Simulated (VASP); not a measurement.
```
GaSb
1.0
    0.00000     3.02668     3.02668
    3.02668     0.00000     3.02668
    3.02668     3.02668     0.00000
Ga Sb
1 1
Direct
  0.00000   0.00000   0.00000
  0.25000   0.25000   0.25000
```

All values below come from PBE GGA with D4 dispersion, VASP's PBE PAW potentials (set 64) (plane waves; VASP). Run with 520 eV cut-off, 10×10×10 Γ-centred mesh, first-order Methfessel-Paxton smearing of 0.10 eV, potentials Ga_d Sb.

Task: Give the stress tensor in GPa (positive for a compressed cell).

Result: 
```
1.66  0.00  0.00
0.00  1.66  0.00
0.00  0.00  1.66
```
The pressure is its mean diagonal, 1.66 GPa.

The compound is GaSb in the zinc blende structure. This cell is one point of a volume scan, at 0.97 of the reference volume.
